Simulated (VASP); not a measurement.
The system is Fe.

```
Fe
1.0
    -1.39500    1.39500    1.39500
     1.39500   -1.39500    1.39500
     1.39500    1.39500   -1.39500
Fe
1
Cartesian
  0.0000 0.0000 0.0000
```

The cell was built by a generator and needn't be a form met in nature.

| Property | Result |
| --- | --- |
| Program | VASP 6.6.1 |
| Task | relaxation of cell and atoms |
| Functional | r2SCAN |
| Dispersion | rVV10 |
| Potentials or basis | VASP PAW PBE potentials, release 64 (Fe) |
| Cutoff | 600 eV |
| k mesh | 20 × 20 × 20 |
| Occupations | methfessel-paxton, width 0.1 eV |
| Spin | collinear spin, ferromagnetic start |
| Starting moments | [2.5] μB |

At the start: pressure 14.6 GPa; volume 10.86 Å³/atom.

Question: How do energy, volume and symmetry change on relaxing?

Answer: Over 3 steps the energy falls by 36.4 meV/atom and the volume is 11.66 Å³/atom (+7.4 %); space group Im-3m (No. 229, to 0.05 Å); moment 2.65 μB per cell.

The path:
| step | energy change (eV) | largest force (eV/Å) | pressure (GPa) | volume (Å³) |
| --- | --- | --- | --- | --- |
| 1 | 0.0000 | 0.0000 | 14.62 | 10.86 |
| 2 | -0.0034 | 0.0000 | -11.36 | 12.49 |
| 3 | -0.0364 | 0.0000 | 0.01 | 11.66 |

Final structure:
```
Fe
1.0
    -1.42866    1.42866    1.42866
     1.42866   -1.42866    1.42866
     1.42866    1.42866   -1.42866
Fe
1
Direct
  0.00000 0.00000 0.00000
```

Caveat: the PAW data sets were made with another functional, which shifts forces and pressure a little.
